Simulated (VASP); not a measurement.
Data:

```
Ge
1.0
    0.00000     2.82900     2.82900
    2.82900     0.00000     2.82900
    2.82900     2.82900     0.00000
Ge
2
Direct
  0.00000   0.00000   0.00000
  0.25000   0.25000   0.25000
```

Computed with SCAN meta-GGA, VASP's PBE PAW potentials (set 64) (plane waves; VASP). Numerical set-up: 520 eV cut-off, 9×9×9 Γ-centred mesh, tetrahedra with Blöchl corrections, potentials Ge_d.

**Question.** Tabulate the total density of states (states/eV per cell) against energy (eV; zero at the valence-band maximum or, without a gap, the Fermi level).

**Answer.** 
```
E (eV) | DOS (states/eV)
    -9.98 | ########## 0.59
    -9.38 | # 0.04
    -8.90 | # 0.07
    -8.30 | ######### 0.57
    -7.70 | #################### 1.24
    -7.10 | ######## 0.51
    -6.62 | ###### 0.38
    -6.02 | #### 0.26
    -5.42 | ### 0.20
    -4.94 | ## 0.14
    -4.34 | ################# 1.03
    -3.74 | ################ 0.98
    -3.26 | ##################### 1.27
    -2.66 | ####################### 1.42
    -2.06 | #################### 1.25
    -1.46 | ############### 0.91
    -0.98 | ####### 0.42
    -0.38 | ### 0.15
     0.22 |  0.00
     0.70 | # 0.06
     1.30 | ########### 0.65
     1.90 | ############################## 1.84
     2.50 | ################### 1.18
     2.98 | ################ 0.99
     3.58 | ################# 1.05
```
Within 2 eV below the valence-band maximum the largest weight inside VASP's projection spheres is Ge p.

The compound is Ge in the diamond structure. The cell was not relaxed at this level.
